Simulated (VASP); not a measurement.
An input for Ansatz (written as the equivalent of a VASP run, and not itself run):

Ansatz 0.2 input:
```yaml
crystal:
  lattice:
    - [0.0000000, 2.1832826, 2.1832826]
    - [2.1832826, 0.0000000, 2.1832826]
    - [2.1832826, 2.1832826, 0.0000000]
  atoms:
    - { symbol: Ga, position: [0.0000000, 0.0000000, 0.0000000] }
    - { symbol: N, position: [0.2500000, 0.2500000, 0.2500000] }
kpoints:
  mp_grid: { grid: [10, 10, 10] }
hamiltonian:
  xc: pbesol
  pseudopotentials: { kind: paw }
scf:
  occupations: { method: gaussian, width: 0.05 }
  max_iter: 100
relax:
  max_steps: 40
  f_tol: 0.02
  cell: { p_target: 20 }
output: { forces: true, stress: true, eigenvalues: true }
```

Question: Translate this input to VASP (INCAR, KPOINTS, POSCAR, choice of POTCAR).

Answer: Several could match; the one computed here: 
### INCAR
```
SYSTEM = GaN
PREC = Accurate
ENCUT = 620
EDIFF = 1E-6
NELM = 100
ALGO = Normal
LREAL = .FALSE.
LASPH = .TRUE.
ISMEAR = 0
SIGMA = 0.05
GGA = PS
LMAXMIX = 4
LWAVE = .FALSE.
LCHARG = .FALSE.
IBRION = 2
ISIF = 3
NSW = 40
EDIFFG = -0.02
PSTRESS = 200
```

File KPOINTS:
```
kpoints
0
Gamma
 10 10 10
0 0 0
```

POSCAR:
```
GaN
1
   -0.0000000000     2.1832826286     2.1832826286
    2.1832826286     0.0000000000     2.1832826286
    2.1832826286     2.1832826286    -0.0000000000
Ga N
1 1
Direct
  0.0000000000   0.0000000000   0.0000000000
  0.2500000000   0.2500000000   0.2500000000
```

POTCAR, in this order: Ga_d N (PBE.64 set). Program: vasp_std.

What does not carry over: each code has its own PAW files, so the cut-off isn't converted (ENCUT is set for VASP's; basis.ecutwfc is left out, and Ansatz then takes the one that its files recommend); Ansatz stops its SCF on the density residual and VASP on the energy change (EDIFF).

The compound is GaN in the zinc blende structure, a metastable form; wurtzite is the usual one. It was relaxed first under an external pressure of 20 GPa.
